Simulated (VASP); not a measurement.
Consider the following.

```
WC
1.0
    1.46242    -2.53299     0.00000
    1.46242     2.53299     0.00000
    0.00000     0.00000     2.84838
W C
1 1
Cartesian
  0.00000   0.00000   0.00000
  1.46242   0.84433   1.42419
```

These are PBE GGA, VASP's PBE PAW potentials (set 64) (plane waves; VASP 6.6.1) values and carry that method's errors. Settings: 600 eV cut-off, 14×14×12 Γ-centred mesh, first-order Methfessel-Paxton smearing of 0.10 eV, potentials W_sv C.

Energy and stress use the plane-wave basis of the starting cell.

Question: The ions, cell shape and volume at an external pressure of 30.0 GPa are relaxed. Predict the relaxed structure.

Answer: 
```
WC
1.0
    1.42673    -2.47118     0.00000
    1.42673     2.47118     0.00000
    0.00000     0.00000     2.79675
W C
1 1
Cartesian
  0.00000   0.00000   0.00000
  1.42673   0.82373   1.39837
```
Space group P-6m2 (187), at a tolerance of 0.03 Å.

Question: How do energy and volume change from the first to the last step?

Answer: The energy (σ→0) changes by +61.1 meV/atom and the volume by -6.5 %, in 7 ionic steps.

```json
[
 {"step": "1", "E(σ→0) (eV)": "-22.4502", "max force (eV/Å)": "0.000", "pressure (GPa)": "0.09", "volume (Å³)": "21.10"},
 {"step": "2", "E(σ→0) (eV)": "-19.6042", "max force (eV/Å)": "0.000", "pressure (GPa)": "216.12", "volume (Å³)": "15.64"},
 {"step": "3", "E(σ→0) (eV)": "-22.3518", "max force (eV/Å)": "0.000", "pressure (GPa)": "26.72", "volume (Å³)": "19.86"},
 {"step": "4", "E(σ→0) (eV)": "-22.3342", "max force (eV/Å)": "0.000", "pressure (GPa)": "29.26", "volume (Å³)": "19.76"},
 {"step": "5", "E(σ→0) (eV)": "-22.3287", "max force (eV/Å)": "0.000", "pressure (GPa)": "30.03", "volume (Å³)": "19.73"},
 {"step": "6", "E(σ→0) (eV)": "-22.3247", "max force (eV/Å)": "0.000", "pressure (GPa)": "30.07", "volume (Å³)": "19.71"},
 {"step": "7", "E(σ→0) (eV)": "-22.3280", "max force (eV/Å)": "0.000", "pressure (GPa)": "30.03", "volume (Å³)": "19.72"}
]
```

The compound is WC in the wc structure. This run relaxes it under an external pressure of 30 GPa. Symmetry was kept, so distortions that lower it aren't found.
